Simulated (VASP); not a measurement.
All values below come from PBEsol GGA, VASP's PBE PAW potentials (set 64) (plane waves; VASP).

The input files of a VASP run:

**INCAR**
```
SYSTEM = K2Pt
PREC = Accurate
ENCUT = 300
EDIFF = 1E-6
NELM = 100
ALGO = Normal
LREAL = .FALSE.
LASPH = .TRUE.
ISMEAR = 0
SIGMA = 0.01
GGA = PS
LMAXMIX = 6
LWAVE = .FALSE.
LCHARG = .FALSE.
ISIF = 2
```

### KPOINTS
```
Automatic mesh
0
Gamma
5 5 5
0 0 0
```

**POSCAR**
```
K2Pt
1
    0.0000000000     3.7814650000     3.7814650000
    3.7814650000     0.0000000000     3.7814650000
    3.7814650000     3.7814650000     0.0000000000
K Pt
2 1
Direct
  0.7589950000   0.7401450000   0.7369270000
  0.2477130000   0.2476440000   0.2636820000
 -0.0067080000   0.0122110000  -0.0006090000
```

POTCAR, in this order: K_sv Pt (PBE.64 set). Program: vasp_std.

Estimate the energy per atom (σ→0), largest force.

```
Quantity                        Value
---------------------  --------------
energy per atom (σ→0)  -2.923 eV/atom
largest force              0.176 eV/Å
```

File OSZICAR:
```
...
DAV:   8    -0.876423680769E+01    0.29242E-01   -0.10033E-01  2378   0.195E+00    0.427E-01
DAV:   9    -0.876707884207E+01   -0.28420E-02   -0.99735E-03  3194   0.537E-01    0.184E-01
DAV:  10    -0.876812009137E+01   -0.10412E-02   -0.10650E-03  2316   0.183E-01    0.817E-02
DAV:  11    -0.876876539456E+01   -0.64530E-03   -0.11364E-03  2534   0.147E-01    0.287E-02
DAV:  12    -0.876879291820E+01   -0.27524E-04   -0.13741E-04  2824   0.539E-02    0.124E-02
DAV:  13    -0.876879927269E+01   -0.63545E-05   -0.37432E-05  2324   0.297E-02    0.730E-03
DAV:  14    -0.876879886445E+01    0.40824E-06   -0.35397E-06  2502   0.839E-03
   1 F= -.87687989E+01 E0= -.87687989E+01  d E =-.213443E-33
```

The structure comes from a computed database's K2Pt entry (Fm-3m); how it stands against other phases isn't given here. The cell was not relaxed at this level, atoms are displaced from their ideal sites.
